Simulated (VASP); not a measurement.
Consider the following.

```
Ga
1.0
   -1.64360     1.64360     1.64360
    1.64360    -1.64360     1.64360
    1.64360     1.64360    -1.64360
Ga
1
Direct
  0.00000   0.00000   0.00000
```

All values below come from PBEsol GGA, VASP's PBE PAW potentials (set 64) (plane waves; VASP). Run with 400 eV cut-off, 17×17×17 Γ-centred mesh, tetrahedra with Blöchl corrections, potentials Ga_d.

Predict the energy per atom (σ→0), band gap (on the k-mesh) with the smallest direct gap where there is one.

- band gap (on the k-mesh): none (metal, semimetal or under 0.01 eV)
- energy per atom (σ→0): -3.311 eV/atom

The structure was generated: Ga was put into the bcc type (Im-3m), which need not be its known phase. It was relaxed first, which changed the volume by -6 %.
